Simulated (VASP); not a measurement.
The system is Cd.

```
Cd
1.0
     2.95847    0.00000    0.00000
    -1.47924    2.56211    0.00000
     0.00000    0.00000    5.88593
Cd
2
Direct
  0.33333 0.66667 0.25000
  0.66667 0.33333 0.75000
```

| Property | Result |
| --- | --- |
| Program | VASP 6.6.1 |
| Task | relaxation of cell and atoms |
| Functional | PBEsol |
| Potentials or basis | VASP PAW PBE potentials, release 64 (Cd) |
| Cutoff | 600 eV |
| k mesh | 18 × 18 × 8 |
| Occupations | gaussian, width 0.1 eV |
| Spin | no spin polarisation |

At the start: pressure -2.1 GPa; volume 22.31 Å³/atom.

**Question.** Where does the relaxation end?

**Answer.** Over 10 steps the energy falls by 10.6 meV/atom and the volume is 21.13 Å³/atom (-5.3 %); space group P6_3/mmc (No. 194, to 0.05 Å).

The path:
| step | energy change (eV) | largest force (eV/Å) | pressure (GPa) | volume (Å³) |
| --- | --- | --- | --- | --- |
| 1 | 0.0000 | 0.0000 | -2.09 | 44.62 |
| 2 | -0.0145 | 0.0000 | 0.10 | 42.77 |
| 3 | -0.0146 | 0.0000 | 0.28 | 42.64 |
| 4 | -0.0195 | 0.0000 | 0.17 | 42.42 |
| 5 | -0.0209 | 0.0000 | 0.16 | 42.26 |
| 6 | -0.0211 | 0.0000 | 0.16 | 42.20 |
| 7 | -0.0211 | 0.0000 | 0.15 | 42.16 |
| 8 | -0.0211 | 0.0000 | 0.16 | 42.14 |
| 9 | -0.0211 | 0.0000 | -0.09 | 42.32 |
| 10 | -0.0211 | 0.0000 | 0.00 | 42.26 |

Final structure:
```cif
data_structure
_symmetry_space_group_name_H-M 'P 1'
_symmetry_Int_Tables_number 1
_cell_length_a 2.9511
_cell_length_b 2.9511
_cell_length_c 5.6025
_cell_angle_alpha 90.000
_cell_angle_beta 90.000
_cell_angle_gamma 120.000
_cell_volume 42.26
loop_
_atom_site_label
_atom_site_type_symbol
_atom_site_fract_x
_atom_site_fract_y
_atom_site_fract_z
_atom_site_occupancy
Cd1 Cd 0.33333 0.66667 0.25000 1
Cd2 Cd 0.66667 0.33333 0.75000 1
```

Caveat: the PAW data sets were made with another functional, which shifts forces and pressure a little.
